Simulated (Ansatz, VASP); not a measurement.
## Cu (Copper): VASP beside Ansatz

Aim: how closely do two programs agree when they are given the same cell, functional and k mesh? The cell is taken from a series of runs on this material, whose earlier steps may have relaxed, scaled, displaced or heated it; both programs get it as it stands.

Main program and level: Ansatz 0.2.0; plane waves, with VASP 6.6.1 beside it; elastic constants at PBEsol.

### Step 1. Starting point

It takes space group Fm-3m (No. 225, cubic). The conventional cell has a = 3.564 Å, b = 3.564 Å, c = 3.564 Å, α = 90.00°, β = 90.00°, γ = 90.00°. Nearest to Cu lie 12 Cu at 2.52 Å.

### Step 2. Ansatz: elastic constants, PBEsol

Ansatz runs on its PAW soft_1 files.

Elastic constants are differences of stresses under small strains, so they test the stress and the mesh.

File input.yaml:

```yaml
crystal:
  lattice:
    - [0.0, 1.7818812835, 1.7818812835]
    - [1.7818812835, 0.0, 1.7818812835]
    - [1.7818812835, 1.7818812835, 0.0]
  atoms:
    - { symbol: Cu, position: [0.0, 0.0, 0.0] }
kpoints:
  mp_grid: { grid: [24, 24, 24] }
hamiltonian:
  xc: pbesol
  pseudopotentials: { kind: paw, azcp: { folder: soft_1 }, xc_functional: pbe }
scf:
  occupations: { method: fermi_dirac, width: 0.15 }
output:
  forces: true
  stress: true
  eigenvalues: true
elastic:
  mode: relaxed_ion
  amplitude: 0.01
basis:
  ecutwfc: 550
```

Run with:

```bash
> ansatz run input.yaml --threads 8 --pin off --max-ram 15360MiB --backend cpu --events-out ev --progress --plain --runs-dir out
```

Numbers of over 12 decimals in the logs are rounded to 6 here.

What it wrote:

```text
Engine: ansatz 0.2.0, x86_64-unknown-linux-gnu
Pseudopotentials: kind: paw
Pseudopotential: Cu, paw, valence charge 19, recommended cutoff 420 eV (normal), soft_1/Cu.paw.azcp
Functional definition: PBEsol
  exchange = pbesol_x
  correlation = pbesol_c
Crystal: 1 atoms, lattice volume = 11.315 Å³
Basis set: ecut = 550 eV, 331 PW (Γ), exchange–correlation on 40×40×40 points (8 copies of the dense FFT grid, shifted against one another)
Bands: 14, of which v1, the nominal top of the filled ones, is band 10 counted from 1 (9 counted from 0)
Symmetry: 48 space group operations
Space group: Fm-3m (ITA 225), of the structure as read, at distance tolerance 2.2e-5 Å
k-points: 413 of 13824
Non-local potential: Cu, projectors of the file, l = 0: 3, l = 1: 2, l = 2: 3, l = 3: 1
PAW form: soft (Blöchl's): semilocal exchange-correlation on the pseudo side does not see the compensation charge
PAW frozen core: Cu, regenerated for the run's functional, and the local potential with it (the file was generated under x = pbe(κ = 0.804, μ = 0.219515), c = pbe(β = 0.066725))
PAW one-centre angular grid: Cu, 590 points (default); XC on 64 Gauss nodes
Initial density: superposition of atomic densities (chi_scale 0.1, normalization cell)
Initial wavefunctions: pseudopotential atomic-orbital guess
Functional: x = pbesol(κ = 0.804, μ = 0.123457), c = pbesol(β = 0.046)
SCF iter   1: F=—  HF=-6589.904530 eV  |F-HF|=—  |Δ(HF+E_count)|=         —  Δρ=3.00e-1  dr2=5.97e0  ethr=3.10e-3  ⟨swp⟩=5.1  Hψ=30237  notcnv=0
preconditioner: auto → none  [metal: Δε(μ)=0.026 eV  Ē_g=16.255 eV  σ=0.150 eV  W_gap=0.04  n_scr=0 (ndim 8)  ℏωp=36.6 eV  f_vac=0.000  D(μ)=0.48/eV (n_scr^D=0)]
SCF iter   2: F=—  HF=-6588.811569 eV  |F-HF|=—  |Δ(HF+E_count)|=    1.09e0  Δρ=3.43e-2  dr2=9.91e-2  ethr=3.10e-3  ⟨swp⟩=2.6  Hψ=14060  notcnv=0  defer=5
SCF iter   3: F=—  HF=-6588.796388 eV  |F-HF|=—  |Δ(HF+E_count)|=   1.52e-2  Δρ=1.85e-2  dr2=2.65e-2  ethr=5.21e-4  ⟨swp⟩=1.0  Hψ=8217  notcnv=0  defer=5
SCF iter   4: F=—  HF=-6588.793506 eV  |F-HF|=—  |Δ(HF+E_count)|=   2.88e-3  Δρ=1.04e-3  dr2=5.28e-5  ethr=1.40e-4  ⟨swp⟩=1.0  Hψ=5777  notcnv=0  defer=5
SCF iter   5: F=—  HF=-6588.793556 eV  |F-HF|=—  |Δ(HF+E_count)|=   4.96e-5  Δρ=1.08e-4  dr2=1.55e-7  ethr=2.78e-7  ⟨swp⟩=2.0  Hψ=8073  notcnv=0  defer=5
SCF iter   6: F=—  HF=-6588.793556 eV  |F-HF|=—  |Δ(HF+E_count)|=   3.37e-7  Δρ=4.27e-5  dr2=1.41e-7  ethr=8.16e-10  ⟨swp⟩=2.0  Hψ=9788  notcnv=0  defer=5
SCF iter   7: F=—  HF=-6588.793556 eV  |F-HF|=—  |Δ(HF+E_count)|=   3.61e-8  Δρ=7.58e-7  dr2=3.29e-11  ethr=7.42e-10  ⟨swp⟩=2.4  Hψ=7682  notcnv=0  defer=5
SCF iter   8: F=—  HF=-6588.793556 eV  |F-HF|=—  |Δ(HF+E_count)|=  3.91e-11  Δρ=7.32e-8  dr2=2.97e-13  ethr=1.73e-13 (applied; sched 1.00e-12)  ⟨swp⟩=2.0  Hψ=9792  notcnv=0  defer=5
SCF iter   9: F=-6588.793556 eV  HF=-6588.793556 eV  |F-HF|=0.00e0  |Δ(HF+E_count)|=  2.73e-12  Δρ=4.37e-9  dr2=1.09e-15  ethr=1.00e-12  ⟨swp⟩=4.1  Hψ=17338  notcnv=0
SCF 1 converged in 9 iterations: F = -6588.793556 eV  dr2 = 1.09e-15
  greatest PAW one-centre occupation: 1.000 electrons in one spin orbital (limit 2), on the Cu atom at site 0 (counted from 0), in its partial waves of l = 0
Crystal: 1 atoms, lattice volume = 11.089 Å³
Symmetry: 16 space group operations
k-points: 1063 of 13824
Initial density: handed on by an earlier stage of this run
Initial wavefunctions: those handed on with the density
iter 1 solved again at ethr=2.35e-5 eV; its pass at ethr=3.10e-3 eV (dr2=4.46e-3 eV) is discarded
[...]
preconditioner: auto → none  [metal: Δε(μ)=0.008 eV  Ē_g=17.755 eV  σ=0.150 eV  W_gap=0.01  n_scr=0 (ndim 8)  ℏωp=37.0 eV  f_vac=0.000  D(μ)=0.29/eV (n_scr^D=0)]
[...]
SCF 5 converged in 6 iterations: F = -6588.792806 eV  dr2 = 1.96e-15
Crystal: 1 atoms, lattice volume = 11.314 Å³
Symmetry: 8 space group operations
k-points: 1963 of 13824
[...]
preconditioner: auto → none  [metal: Δε(μ)=0.011 eV  Ē_g=17.544 eV  σ=0.150 eV  W_gap=0.02  n_scr=0 (ndim 8)  ℏωp=36.6 eV  f_vac=0.000  D(μ)=0.29/eV (n_scr^D=0)]
[...]
SCF 6 converged in 7 iterations: F = -6588.792213 eV  dr2 = 2.27e-15
[...]
SCF iter   6: F=—  HF=-6588.792213 eV  |F-HF|=—  |Δ(HF+E_count)|=  1.18e-11  Δρ=1.25e-7  dr2=9.35e-13  ethr=1.94e-13 (applied; sched 1.00e-12)  ⟨swp⟩=2.5  Hψ=36973  notcnv=0  defer=24
SCF iter   7: F=-6588.792213 eV  HF=-6588.792213 eV  |F-HF|=1.82e-12  |Δ(HF+E_count)|=    0.00e0  Δρ=9.54e-9  dr2=5.04e-15  ethr=1.00e-12  ⟨swp⟩=2.9  Hψ=99875  notcnv=0
SCF 7 converged in 7 iterations: F = -6588.792213 eV  dr2 = 5.04e-15
SCF iter   1: F=—  HF=-6588.793220 eV  |F-HF|=—  |Δ(HF+E_count)|=         —  Δρ=3.25e-6  dr2=1.17e-10  ethr=1.00e-12  ⟨swp⟩=9.0  Hψ=202469  notcnv=0
preconditioner: auto → none  [metal: Δε(μ)=0.007 eV  Ē_g=17.545 eV  σ=0.150 eV  W_gap=0.01  n_scr=0 (ndim 8)  ℏωp=36.6 eV  f_vac=0.000  D(μ)=0.29/eV (n_scr^D=0)]
SCF iter   2: F=—  HF=-6588.793220 eV  |F-HF|=—  |Δ(HF+E_count)|=  1.23e-10  Δρ=1.56e-6  dr2=1.99e-11  ethr=6.14e-13 (applied; sched 1.00e-12)  ⟨swp⟩=1.0  Hψ=43191  notcnv=0  defer=1
SCF iter   3: F=—  HF=-6588.793220 eV  |F-HF|=—  |Δ(HF+E_count)|=  4.73e-11  Δρ=1.47e-7  dr2=2.11e-13  ethr=1.05e-13 (applied; sched 1.00e-12)  ⟨swp⟩=1.7  Hψ=33302  notcnv=0  defer=45
SCF iter   4: F=-6588.793220 eV  HF=-6588.793220 eV  |F-HF|=9.09e-13  |Δ(HF+E_count)|=    0.00e0  Δρ=5.00e-8  dr2=3.69e-14  ethr=1.00e-12  ⟨swp⟩=4.0  Hψ=87093  notcnv=0
SCF 8 converged in 4 iterations: F = -6588.793220 eV  dr2 = 3.69e-14
SCF iter   1: F=—  HF=-6588.793220 eV  |F-HF|=—  |Δ(HF+E_count)|=         —  Δρ=3.25e-6  dr2=1.17e-10  ethr=1.00e-12  ⟨swp⟩=9.1  Hψ=207997  notcnv=0  defer=1
SCF iter   2: F=—  HF=-6588.793220 eV  |F-HF|=—  |Δ(HF+E_count)|=  1.23e-10  Δρ=1.56e-6  dr2=2.00e-11  ethr=6.13e-13 (applied; sched 1.00e-12)  ⟨swp⟩=1.0  Hψ=43190  notcnv=0  defer=1
SCF iter   3: F=—  HF=-6588.793220 eV  |F-HF|=—  |Δ(HF+E_count)|=  4.82e-11  Δρ=1.44e-7  dr2=1.77e-13  ethr=1.05e-13 (applied; sched 1.00e-12)  ⟨swp⟩=1.8  Hψ=33818  notcnv=0  defer=47
SCF iter   4: F=-6588.793220 eV  HF=-6588.793220 eV  |F-HF|=1.82e-12  |Δ(HF+E_count)|=  1.82e-12  Δρ=4.64e-8  dr2=4.08e-14  ethr=1.00e-12  ⟨swp⟩=4.0  Hψ=86434  notcnv=0
SCF 9 converged in 4 iterations: F = -6588.793220 eV  dr2 = 4.08e-14
SCF converged after 9 iterations
Free energy (F): -6588.793556 eV
Harris-Foulkes:  -6588.793556 eV  (|F-HF|=0.00e0)
Internal energy: -6588.771744 eV  (E = F + TS)
E sigma→0 (E₀):  -6588.782650 eV
Entropy (-TS):   -0.021812 eV (-21.812 meV/atom)
Fermi energy:    17.100467 eV
--- Per-component energies (eV) ---
  E_band       = -354.131175
  E_kinetic    = 262.627936
  E_local      = -4424.054200  (includes V_loc(G=0)·N_el)
  E_nonlocal   = 891.360599
  E_hartree    = 1872.587818
  E_xc         = -69.060909
  E_vxc        = -89.523047  (∫ρ·V_xc dr)
  E_paw        = -1778.591532  (= ΣΔE_a)
  E_vpaw       = -739.718381  (= ΣTr[D̂ρ^β])
  E_aug_tail   = 0.000280  (compensation charges beyond the density's cutoff)
  E_ewald      = -3343.847938
  E_core_change = 0.206203  (= ΣΔE_core)
  E_smearing   = -0.021812  (= −TS)
  E_closure    = -0.000000  (closes the sum)
  Σ components = -6588.793556   (vs F -6588.793556, Δ=0.00e0)
--- Forces (eV/Å), atoms counted from 1 ---
  atom   1  Cu     0.00000000    -0.00000000    -0.00000000
  max |Σ_I F_I| component: 1.64e-32 eV/Å
--- Stress (GPa, compression-positive) ---
       -0.004703       0.000000       0.000000
        0.000000      -0.004703       0.000000
        0.000000      -0.000000      -0.004703
  P = ⅓ Tr σ = -0.0047 GPa (-0.047 kbar)
--- Band table (eV; the first three rows and the last of 413) ---
  k-point 0: bands = [... 6 lower, 13.9367, 13.9367, 14.8372, 14.8372, 40.0250, 42.8812, 42.8812, 42.8812]
  k-point 1: bands = [... 6 lower, 13.9500, 13.9500, 14.8318, 14.8318, 39.7245, 41.8400, 42.6504, 42.6504]
  k-point 2: bands = [... 6 lower, 13.9868, 13.9868, 14.8182, 14.8182, 38.3644, 40.9894, 42.1665, 42.1665]
  k-point 412: bands = [... 6 lower, 13.3737, 14.7876, 15.6039, 23.3959, 23.3959, 25.5756, 26.1999, 45.8535]
--- Elastic constants: 2 strain directions × 4 members + reference (group order 48) ---
  dense FFT box of the reference and of every strained cell: 20×20×20
  strains applied: 11, 23; error gains: componentwise 1.00 (the most a stress slope's error grows in a printed constant), spectral 1.73 (1 for all six strains in a standard setting)
  C = ∂σ_k/∂η_j (tension-positive GPa; Voigt order 11 22 33 23 13 12):
       209.872    146.759    146.759     -0.000     -0.000     -0.000
       146.759    209.872    146.759     -0.000     -0.000      0.000
       146.759    146.759    209.872     -0.000     -0.000     -0.000
         0.000     -0.000     -0.000     95.114      0.000     -0.000
         0.000      0.000     -0.000     -0.000     95.114      0.000
        -0.000     -0.000     -0.000      0.000     -0.000     95.114
  reference stress σ⁰ (GPa):      0.005      0.005      0.005     -0.000     -0.000     -0.000
  C* (energy form; C + prestress term) asymmetry max|C*_kj − C*_jk| = 5.684e-14 GPa — a small one proves nothing (zero by symmetry where the batch's group is 432, −43m or m−3m); a large one is finite-difference/SCF noise where every solve meets its electron count
  moduli (Voigt/Reuss/Hill, GPa): K = 167.80/167.80/167.80   G = 69.69/52.68/61.18   E = 163.66   ν = 0.337
  mechanically stable: yes (min eigenvalue of sym C = 63.11 GPa)
  strain η (Voigt 11):  stress-route row diagonal C_11 = 209.87 GPa, energy-path curvature d²(F+E_count+ΔE)/dδ²/Ω₀ = 209.87 GPa
    cells at ±δ against ±2δ: C31 146.88 and 147.26 GPa, apart by 0.18 % of the column's largest entry
         δ    σ_11 (GPa)             F (eV)   n_scf  n_hpsi   n_pw
    -2.000e-2      -4.4027       -6588.7905004       9  309355    338   relax 0 steps, max|allowed force component| 0.00e0 eV/Å
    -1.000e-2      -2.1460       -6588.7928062       6  253728    342   relax 0 steps, max|allowed force component| 0.00e0 eV/Å
     1.000e-2       2.0523       -6588.7928233       4  223513    344   relax 0 steps, max|allowed force component| 0.00e0 eV/Å
     2.000e-2       3.9996       -6588.7906802       7  259296    348   relax 0 steps, max|allowed force component| 0.00e0 eV/Å
  strain η (Voigt 23):  stress-route row diagonal C_44 = 95.11 GPa, energy-path curvature d²(F+E_count+ΔE)/dδ²/Ω₀ = 95.11 GPa
    cells at ±δ against ±2δ: C44 95.10 and 95.05 GPa, apart by 0.05 % of the column's largest entry
         δ    σ_23 (GPa)             F (eV)   n_scf  n_hpsi   n_pw
    -2.000e-2      -1.9010       -6588.7922126       7  503102    342   relax 0 steps, max|allowed force component| 0.00e0 eV/Å
    -1.000e-2      -0.9510       -6588.7932202       4  398233    342   relax 0 steps, max|allowed force component| 0.00e0 eV/Å
     1.000e-2       0.9510       -6588.7932202       4  392859    342   relax 0 steps, max|allowed force component| 0.00e0 eV/Å
     2.000e-2       1.9010       -6588.7922126       7  498450    342   relax 0 steps, max|allowed force component| 0.00e0 eV/Å
```

(Continued in part 2 of 2.)

[Lines on the potential files, build, host, timing and source positions are cut from VASP's logs without a mark.]

[Logs are printed without paths, hosts, clocks, repeated set-up lines and the standing remarks that a program may print on its own settings, such as how far it seeks lower states.]

[Hosts, paths, dates, database ids (printed as entryN), source tags and the programs' standing remarks are cut or masked in the printed files.]
